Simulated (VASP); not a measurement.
Level of theory: r2SCAN meta-GGA, VASP's PBE PAW potentials (set 64) (plane waves; VASP).

VASP input:

File KPOINTS_OPT:
```
k-points along high-symmetry lines
6
Line-mode
Reciprocal
  0.000000   0.000000   0.000000 ! GAMMA
  0.000000   0.500000   0.000000 ! X

  0.000000   0.500000   0.000000 ! X
  0.500000   0.500000   0.000000 ! M

  0.500000   0.500000   0.000000 ! M
  0.000000   0.000000   0.000000 ! GAMMA

  0.000000   0.000000   0.000000 ! GAMMA
  0.000000   0.000000   0.500000 ! Z

  0.000000   0.000000   0.500000 ! Z
  0.000000   0.500000   0.500000 ! R

  0.000000   0.500000   0.500000 ! R
  0.500000   0.500000   0.500000 ! A

  0.500000   0.500000   0.500000 ! A
  0.000000   0.000000   0.500000 ! Z

  0.000000   0.500000   0.000000 ! X
  0.000000   0.500000   0.500000 ! R

  0.500000   0.500000   0.000000 ! M
  0.500000   0.500000   0.500000 ! A
```

**INCAR**
```
METAGGA = R2SCAN
LREAL = .FALSE.   ! projection in real space or not
LORBIT = 11   ! lm-projected
EDIFF = 1E-7
SYSTEM = PbIF
LEFG = .TRUE.
LMAXMIX = 4   ! l cut-off of mixed one-centre charges
PREC = Accurate
LASPH = .TRUE.   ! aspherical one-centre terms
ALGO = Normal
NELM = 100
ISMEAR = -5   ! tetrahedra, Bloechl
LCHARG = .FALSE.
NEDOS = 601   ! DOS grid
ISIF = 2   ! forces and stress, cell fixed
LMIXTAU = .TRUE.
LWAVE = .FALSE.
ENCUT = 520   ! plane-wave cut-off (eV)
```

**KPOINTS**
```
Automatic mesh
0
gamma
6 6 3
0 0 0
```

POSCAR:
```
PbIF
1.0
  4.2195530557   0.0000000000   0.0000000000
  0.0000000000   4.2195530557   0.0000000000
  0.0000000000   0.0000000000   9.2644270934
Pb I F
2 2 2
direct
  0.0000000000   0.5000000000   0.8439023799
  0.5000000000   0.0000000000   0.1560976201
  0.5000000000   0.0000000000   0.6732397927
  0.0000000000   0.5000000000   0.3267602073
  0.0000000000   0.0000000000   0.0000000000
  0.5000000000   0.5000000000   0.0000000000
```

POTCAR, in this order: Pb_d I F (PBE.64 set). Program: vasp_std.

Unless said otherwise, spin-orbit coupling is left out, though it shifts the bands of the heavy elements here.

Question: Predict the energy per atom (σ→0), band gap (over mesh and band path).

Answer: 
The energy per atom (σ→0) is -29650 meV/atom and the band gap (over mesh and band path) is 2.38 eV.

### OSZICAR
```
...
DAV:  22    -0.177897650295E+03    0.82707E-04   -0.30618E-05  1370   0.445E-02    0.336E-03
DAV:  23    -0.177897738697E+03   -0.88402E-04   -0.37319E-05  1353   0.536E-02    0.501E-03
DAV:  24    -0.177897740191E+03   -0.14941E-05   -0.25664E-06  1726   0.109E-02    0.307E-03
DAV:  25    -0.177897740185E+03    0.55988E-08   -0.18187E-07  1037   0.334E-03
   1 F= -.17789774E+03 E0= -.17789774E+03  d E =0.000000E+00
       N       E                     dE             ncg
       N       E                     dE             ncg
       N       E                     dE             ncg
```

The structure comes from a computed database's PbIF entry (P4/nmm); how it stands against other phases isn't given here. It was relaxed first.
